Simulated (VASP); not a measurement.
Output of a VASP run:

### OSZICAR
```
       N       E                     dE             d eps       ncg     rms          rms(c)
DAV:   1     0.642681527962E+02    0.64268E+02   -0.68110E+03  2651   0.123E+03
DAV:   2    -0.131944895655E+02   -0.77463E+02   -0.75073E+02  2856   0.298E+02
DAV:   3    -0.144879627660E+02   -0.12935E+01   -0.12835E+01  3039   0.389E+01
DAV:   4    -0.144943165083E+02   -0.63537E-02   -0.63535E-02  2829   0.294E+00
DAV:   5    -0.144943668867E+02   -0.50378E-04   -0.50378E-04  2973   0.261E-01    0.218E+01
DAV:   6    -0.139532892915E+02    0.54108E+00   -0.61996E-01  2817   0.103E+01    0.869E+00
DAV:   7    -0.138094177452E+02    0.14387E+00   -0.31636E-01  2909   0.687E+00    0.597E-01
DAV:   8    -0.138034951765E+02    0.59226E-02   -0.38244E-03  2741   0.896E-01    0.129E-01
DAV:   9    -0.138035157506E+02   -0.20574E-04   -0.46306E-05  2979   0.880E-02    0.623E-02
DAV:  10    -0.138035163567E+02   -0.60612E-06   -0.73273E-06  2859   0.396E-02
   1 F= -.13803516E+02 E0= -.13803674E+02  d E =-.138035E+02
       N       E                     dE             d eps       ncg     rms          rms(c)
DAV:   1    -0.138225414040E+02   -0.19026E-01   -0.48020E-01  2718   0.110E+01    0.194E+00
DAV:   2    -0.138051974253E+02    0.17344E-01   -0.25076E-02  2700   0.219E+00    0.441E-01
DAV:   3    -0.138020730155E+02    0.31244E-02   -0.84380E-03  2765   0.124E+00    0.347E-01
DAV:   4    -0.138021081719E+02   -0.35156E-04   -0.19707E-04  2750   0.188E-01    0.417E-02
DAV:   5    -0.138021031104E+02    0.50614E-05   -0.20634E-05  2862   0.600E-02    0.249E-03
DAV:   6    -0.138021029028E+02    0.20759E-06   -0.15878E-07  1613   0.585E-03
   2 F= -.13802103E+02 E0= -.13802253E+02  d E =0.141345E-02
       N       E                     dE             d eps       ncg     rms          rms(c)
DAV:   1    -0.138162269764E+02   -0.14124E-01   -0.29734E-01  2724   0.873E+00    0.148E+00
DAV:   2    -0.138054903634E+02    0.10737E-01   -0.15937E-02  2694   0.172E+00    0.343E-01
DAV:   3    -0.138036341745E+02    0.18562E-02   -0.50545E-03  2765   0.950E-01    0.257E-01
DAV:   4    -0.138036402976E+02   -0.61232E-05   -0.13077E-04  2729   0.152E-01    0.347E-02
DAV:   5    -0.138036385119E+02    0.17858E-05   -0.73199E-06  2847   0.348E-02    0.184E-03
DAV:   6    -0.138036386026E+02   -0.90755E-07   -0.60955E-08  1436   0.353E-03
   3 F= -.13803639E+02 E0= -.13803795E+02  d E =-.122246E-03
```

File OUTCAR:
```
------------------------ aborting loop because EDIFF is reached ----------------------------------------
  FORCE on cell =-STRESS in cart. coord.  units (eV):
  Direction    XX          YY          ZZ          XY          YZ          ZX
  --------------------------------------------------------------------------------------
  Total       -0.0001128     -0.0001128     -0.0001128      0.0000000      0.0000000      0.0000000
  in kB       -0.0114897     -0.0114897     -0.0114897      0.0000000      0.0000000      0.0000000
  external PRESSURE =      -0.0114897 kB  Pullay stress =       0.0000000 kB
  volume of cell :       15.73
      direct lattice vectors                 reciprocal lattice vectors
    -1.578572822  1.578572822  1.578572822     0.000000000  0.316741802  0.316741802
     1.578572822 -1.578572822  1.578572822     0.316741802  0.000000000  0.316741802
     1.578572822  1.578572822 -1.578572822     0.316741802  0.316741802  0.000000000
 POSITION                                       TOTAL-FORCE (eV/Angst)
 -----------------------------------------------------------------------------------
     -0.00000      0.00000      0.00000         0.000000      0.000000     -0.000000
 -----------------------------------------------------------------------------------
    total drift:                                0.000000      0.000000      0.000000
  FREE ENERGIE OF THE ION-ELECTRON SYSTEM (eV)
  ---------------------------------------------------
  free  energy   TOTEN  =       -13.8036386026 eV

  energy  without entropy=      -13.8041071503  energy(sigma->0) =      -13.80379479

 reached required accuracy - stopping structural energy minimisation
```
(Selected blocks of OUTCAR.)

**POSCAR**
```
W
1
   -1.5800000000     1.5800000000     1.5800000000
    1.5800000000    -1.5800000000     1.5800000000
    1.5800000000     1.5800000000    -1.5800000000
W
1
Direct
  0.0000000000   0.0000000000   0.0000000000
```

Task: Reconstruct the remaining input files.

Result: One answer among several that fit: the input of the run itself, PBEsol GGA, plane waves, VASP's PBE PAW potentials (set 64).

File KPOINTS:
```
kpoints
0
Gamma
 15 15 15
0 0 0
```

**INCAR**
```
SYSTEM = W
PREC = Accurate; ENCUT = 400; LREAL = .FALSE.
LASPH = .TRUE.
EDIFF = 1E-6; NELM = 100; ALGO = Normal
LMAXMIX = 6
ISMEAR = 1; SIGMA = 0.1
GGA = PS
IBRION = 2; NSW = 60; ISIF = 3
EDIFFG = -0.01
LWAVE = .FALSE.; LCHARG = .FALSE.
```

POTCAR, in this order: W_sv (PBE.64 set). Program: vasp_std.

The compound is W in the bcc structure. This run relaxes it. Symmetry was kept, so distortions that lower it aren't found.
